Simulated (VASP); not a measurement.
## SiSn (relaxed from the GeS structure, space group Pnma): computed properties

The numbers are results of PBEsol GGA, VASP's PBE PAW potentials (set 64) (plane waves; VASP), not measurements.

```
Item                                                                                                     Value
----------------------------------  --------------------------------------------------------------------------
space group                                                                                          Pnma (62)
cell                                a = 10.607 Å, b = 3.667 Å, c = 4.360 Å, α = 90.00°, β = 90.00°, γ = 90.00°
volume per atom                                                                                  21.20 Å³/atom
band gap (over mesh and band path)                                    none (metal, semimetal or under 0.01 eV)
density                                                                                             5.75 g/cm³
```

```yaml
crystal:
  lattice:
    - [10.60719, 0.00000, 0.00000]
    - [0.00000, 3.66735, 0.00000]
    - [0.00000, 0.00000, 4.36005]
  atoms:
    - { symbol: Sn, position: [0.15249, 0.25000, 0.02726] }
    - { symbol: Sn, position: [0.34751, 0.75000, 0.52726] }
    - { symbol: Sn, position: [0.84751, 0.75000, 0.97274] }
    - { symbol: Sn, position: [0.65249, 0.25000, 0.47274] }
    - { symbol: Si, position: [0.92586, 0.25000, 0.44143] }
    - { symbol: Si, position: [0.57414, 0.75000, 0.94143] }
    - { symbol: Si, position: [0.07414, 0.75000, 0.55857] }
    - { symbol: Si, position: [0.42586, 0.25000, 0.05857] }
```

Unless said otherwise, spin-orbit coupling is left out, though it shifts the bands of the heavy elements here.

The structure was generated: SiSn was put into the GeS type (Pnma), which need not be its known phase. It was relaxed first, which changed the volume by -36 %. Symmetry was kept, so distortions that lower it aren't found.
